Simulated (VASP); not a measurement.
Molecule: O2C, in a box.

```
O C
1.0
    12.15543    0.00000    0.00000
     0.00000   12.65543    0.00000
     0.00000    0.00000   13.15543
O C
2 1
Direct
  0.48628 0.56490 0.43708
  0.51452 0.43947 0.56656
  0.50040 0.50218 0.50183
```

Program: VASP 6.6.1. Alike in all runs: task single point; no spin polarisation; cell as given; k mesh 1 × 1 × 1; cutoff (eV) 400; smearing gaussian 0.01 eV.

Problem. Order these runs on this cell by their band gap on the k mesh, lowest first.
A. level HSE06+D3(BJ); potentials or basis VASP PAW PBE potentials, release 64 (O, C); further INCAR settings ALGO = Damped; EDIFF = 1e-06; ISYM = 0; grid for exact exchange (PRECFOCK) Fast; screening parameter 0.2 1/A
B. level LDA; potentials or basis VASP PAW LDA potentials, release 64 (O, C); further INCAR settings ALGO = Normal; EDIFF = 1e-06; ISYM = 0
C. level RPBE; potentials or basis VASP PAW PBE potentials, release 64 (O, C); further INCAR settings ALGO = Normal; EDIFF = 1e-06; ISYM = 0
D. level r2SCAN+rVV10; potentials or basis VASP PAW PBE potentials, release 64 (O, C); further INCAR settings ALGO = Normal; EDIFF = 1e-06; ISYM = 0

Solution. C (7.92 eV), B (8.21 eV), D (8.95 eV), A (9.60 eV).

Caveats: the standard files for N, O and F lose accuracy on very short bonds.

Runs at the PBE level aren't shown here.
